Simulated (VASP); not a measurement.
Computed with vdW-DF-cx, VASP's PBE PAW potentials (set 64) (plane waves; VASP).

VASP input:

File KPOINTS:
```
Automatic
0
gamma
5 5 5
```

File POSCAR:
```
KZnF3
1
    4.0500000000     0.0000000000     0.0000000000
    0.0000000000     4.0500000000     0.0000000000
    0.0000000000     0.0000000000     4.0500000000
K Zn F
1 1 3
Direct
  0.0000000000   0.0000000000   0.0000000000
  0.5000000000   0.5000000000   0.5000000000
  0.5000000000   0.0000000000   0.5000000000
  0.0000000000   0.5000000000   0.5000000000
  0.5000000000   0.5000000000   0.0000000000
```

### INCAR
```
SYSTEM = KZnF3
PREC = Accurate; ENCUT = 520; LREAL = .False.
LASPH = .True.
EDIFF = 1E-6; NELM = 100; ALGO = Normal
LMAXMIX = 4
ISMEAR = 0; SIGMA = 0.05
GGA = CX; LUSE_VDW = .True.; AGGAC = 0.0
IBRION = 2; NSW = 60; ISIF = 3
EDIFFG = -0.02
LWAVE = .False.; LCHARG = .False.
```

POTCAR, in this order: K_sv Zn F (PBE.64 set). Program: vasp_std.

**Question.** Predict the energy per atom (σ→0), volume per atom.

**Answer.** 
energy per atom (σ→0): -1.894 eV/atom
volume per atom: 13.53 Å³/atom

**OSZICAR**
```
...
DAV:   2    -0.948360296772E+01    0.12729E+00   -0.52337E-01   563   0.793E+00    0.826E-01
DAV:   3    -0.947259047964E+01    0.11012E-01   -0.17718E-02   604   0.381E+00    0.498E-01
DAV:   4    -0.947032551994E+01    0.22650E-02   -0.77314E-03   788   0.110E+00    0.288E-01
DAV:   5    -0.947022956812E+01    0.95952E-04   -0.93051E-04   732   0.346E-01    0.600E-02
DAV:   6    -0.947020412992E+01    0.25438E-04   -0.16158E-04   900   0.536E-01    0.155E-02
DAV:   7    -0.947020268405E+01    0.14459E-05   -0.20953E-05   715   0.701E-02    0.895E-03
DAV:   8    -0.947020173261E+01    0.95144E-06   -0.67116E-06   622   0.592E-02
   2 F= -.94702017E+01 E0= -.94702017E+01  d E =-.558386E-02
```

The compound is KZnF3 in the cubic perovskite structure. This run relaxes it. Symmetry was kept, so distortions that lower it aren't found.
